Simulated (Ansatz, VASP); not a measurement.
BiO4 in VASP and in Ansatz

The input INCAR:

```
SYSTEM = BiO4
ALGO = Normal
EDIFF = 1E-6
ENCUT = 520
GGA = PE
ISIF = 2
ISMEAR = 0
LASPH = .True.
LCHARG = .True.
LELF = .True.
LREAL = .False.
LVHAR = .True.
LWAVE = .False.
NBANDS = 28
NELM = 80
PREC = Accurate
SIGMA = 0.1
```

KPOINTS

```
k-points
0
Gamma
  6 6 2
  0 0 0
```

Contents of POSCAR:

```
BiO4
1.0
    2.7867595000      0.0000000000      0.0000000000
   -1.3933797500      2.4134045300      0.0000000000
    0.0000000000      0.0000000000      8.9607733100
Bi O
1 4
Direct
    0.0000000000      0.0000000000      0.0000000000
    0.3333333300      0.6666666700      0.8658552800
    0.3333333300      0.6666666700      0.3767953500
    0.6666666700      0.3333333300      0.1341447200
    0.6666666700      0.3333333300      0.6232046500
```

Input for Ansatz:

```yaml
crystal:
  lattice:
    - [2.7867595, 0.0, 0.0]
    - [-1.39337975, 2.41340453, 0.0]
    - [0.0, 0.0, 8.96077331]
  atoms:
    - { symbol: Bi, position: [0.0, 0.0, 0.0] }
    - { symbol: O, position: [0.33333333, 0.66666667, 0.86585528] }
    - { symbol: O, position: [0.33333333, 0.66666667, 0.37679535] }
    - { symbol: O, position: [0.66666667, 0.33333333, 0.13414472] }
    - { symbol: O, position: [0.66666667, 0.33333333, 0.62320465] }
basis:
  ecutwfc: 420
kpoints:
  mp_grid: { grid: [6, 6, 2] }
hamiltonian:
  xc: pbe
scf:
  occupations: { method: gaussian, width: 0.1 }
  lower_state_search: "off"
output:
  forces: true
  stress: true
  eigenvalues: true
```

Change from the starting cell: species swapped into the Co4H type (P-3m1, No. 164).

Alike in both runs: task single point; functional PBE; k mesh 6 × 6 × 2; occupations gaussian, width 0.1 eV; no spin polarisation.

|  | VASP | Ansatz |
| --- | --- | --- |
| version | VASP 6.6.1 | Ansatz 0.2.0 |
| potentials or method | VASP PAW PBE potentials, release 64 (Bi_d, O) | scalar-relativistic, plane waves, PAW |
| plane-wave cutoff (eV) | 520 | 420 |
| valence electrons in the cell | 39 | 39 |

```csv
,VASP,Ansatz,Ansatz less VASP
gap on the k mesh at the Fermi level (eV),none,none,-
rms of the force components (eV/Å),2.076,2.020,-0.0567
```

Atom by atom the forces differ by 0.057 eV/Å (rms over components). A gap of «none» marks a metal or a gap that the smearing closes.

Caveats: the k mesh is coarse (spacing up to 0.43 Å⁻¹), so the values aren't converged; spin-orbit coupling is left out, which moves the levels of the heavy elements; an odd number of electrons without spin polarisation forces a metal; a magnetic or distorted state may lie lower.
